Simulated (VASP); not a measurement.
Si2Sb2Te:

```
Si Sb Te
1.0
    -1.81920    6.09813    3.06273
     1.88945   -6.04740    3.00720
     4.33737   12.32831   -5.91876
Si Sb Te
4 4 2
Direct
  0.68329 0.02873 0.34088
  0.67798 0.02876 0.83958
  0.32690 0.97013 0.15043
  0.34086 0.99411 0.65905
  0.10186 0.25738 0.43347
  0.09979 0.25646 0.92655
  0.38319 0.24722 0.08353
  0.37639 0.25015 0.58008
  0.74807 0.23943 0.24499
  0.75643 0.22938 0.73570
```

The cell was built by a generator and needn't be a form met in nature.

```yaml
Program: VASP 6.6.1
Task: relaxation of cell and atoms
Functional: PBE
Potentials_or_basis: VASP PAW PBE potentials, release 64 (Si, Sb, Te)
Cutoff: 520 eV
k_mesh: 7 × 7 × 7
Occupations: gaussian, width 0.15 eV
Spin: no spin polarisation
```

At the start: pressure 1.4 GPa; volume 30.17 Å³/atom.

**Question.** How do energy, volume and symmetry change on relaxing?

**Answer.** Over 21 steps the energy falls by 42.2 meV/atom and the volume is 30.66 Å³/atom (+1.6 %); space group Cm (No. 8, to 0.05 Å).

The path:
```tsv
step	energy change (eV)	largest force (eV/Å)	pressure (GPa)	volume (Å³)
1	0.0000	1.9539	1.35	301.74
2	-0.3223	0.3852	-0.81	312.88
3	-0.3365	0.3950	-0.51	310.82
4	-0.3882	0.2154	-0.02	307.55
5	-0.3929	0.1907	0.19	306.31
6	-0.4016	0.1274	-0.03	307.55
7	-0.4037	0.1223	-0.17	308.44
8	-0.4099	0.0764	-0.02	307.62
9	-0.4105	0.0951	0.04	307.33
10	-0.4133	0.0625	0.02	307.39
11	-0.4152	0.0726	0.00	307.46
12	-0.4142	0.0931	-0.07	307.58
13	-0.4156	0.0823	-0.03	307.50
14	-0.4172	0.0590	-0.01	307.31
15	-0.4173	0.0657	-0.01	307.24
16	-0.4184	0.0537	-0.01	307.11
17	-0.4194	0.0925	0.01	306.72
18	-0.4200	0.0877	0.01	306.65
19	-0.4209	0.0577	0.01	306.44
20	-0.4214	0.0354	0.01	306.50
21	-0.4217	0.0221	-0.01	306.59
```

Final structure:
```
CELL_PARAMETERS angstrom
-2.03990 6.16461 3.02023
2.05777 -6.16250 3.02395
4.11169 12.33278 -6.02614
ATOMIC_POSITIONS crystal
Si 0.67725 0.01334 0.33506
Si 0.67781 0.01404 0.83554
Si 0.34147 0.01088 0.16563
Si 0.33973 0.01010 0.66622
Sb 0.08631 0.23867 0.42590
Sb 0.08612 0.24022 0.92728
Sb 0.38525 0.24275 0.07704
Sb 0.38556 0.24393 0.57765
Te 0.75823 0.24391 0.24170
Te 0.75704 0.24389 0.74225
```
